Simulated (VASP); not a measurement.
VASP runs on Cu2O (space group Pn-3m) share one base input (PBE GGA, plane waves, VASP's PBE PAW potentials (set 64)) and change the settings named in each case.

### KPOINTS
```
Automatic mesh
0
Gamma
7 7 7
0 0 0
```

File POSCAR:
```
Cu2O
4.2008260
  1.0000000000   0.0000000000   0.0000000000
  0.0000000000   1.0000000000   0.0000000000
  0.0000000000   0.0000000000   1.0000000000
Cu O
4 2
Cartesian
  0.7500000000   0.2500000000   0.7500000000
  0.2500000000   0.7500000000   0.7500000000
  0.7500000000   0.7500000000   0.2500000000
  0.2500000000   0.2500000000   0.2500000000
  0.0000000000   0.0000000000   0.0000000000
  0.5000000000   0.5000000000   0.5000000000
```

INCAR:
```
SYSTEM=Cu2O
PREC=Accurate; ENCUT=400; LREAL=.FALSE.
LASPH=.TRUE.
EDIFF=1E-6; NELM=100; ALGO=Normal
LMAXMIX=4
ISMEAR=-1; SIGMA=0.01
GGA=PE
ISIF=2
LWAVE=.FALSE.; LCHARG=.FALSE.
```

POTCAR, in this order: Cu O (PBE.64 set). Program: vasp_std.

| change | E(σ→0) (eV/atom) | pressure (GPa) |
|---|---|---|
| base run | -4.5264 | 6.80 |
| GGA removed, POTCAR Cu O (LDA.64 set) | -5.4392 | [?] |
| KPOINTS 1×1×1 Γ-centred mesh | -3.7201 | 27.53 |
| LDAU = .TRUE., LDAUJ = 0 0, LDAUL = 2 -1, LDAUTYPE = 2, LDAUU = 1.0 0 | -4.3077 | 6.24 |

### Question
What belongs in the gaps?

### Answer

- GGA removed, POTCAR Cu O (LDA.64 set), pressure (GPa): -5.38

Energies of different potentials or functionals have different zeros.  At 400 eV the pressure can carry a Pulay error.

Left out are runs that ran out of time, are held back, or changed the cell or the kind of run, fixed moments of cells without a moment, rows past the twelfth, gaps on odd meshes, pressures of charged cells and columns that move by less than the noise.

The structure is a typed Cu2O crystal (Pn-3m). The cell was not relaxed at this level, its lattice was scaled by up to 2.5 %.
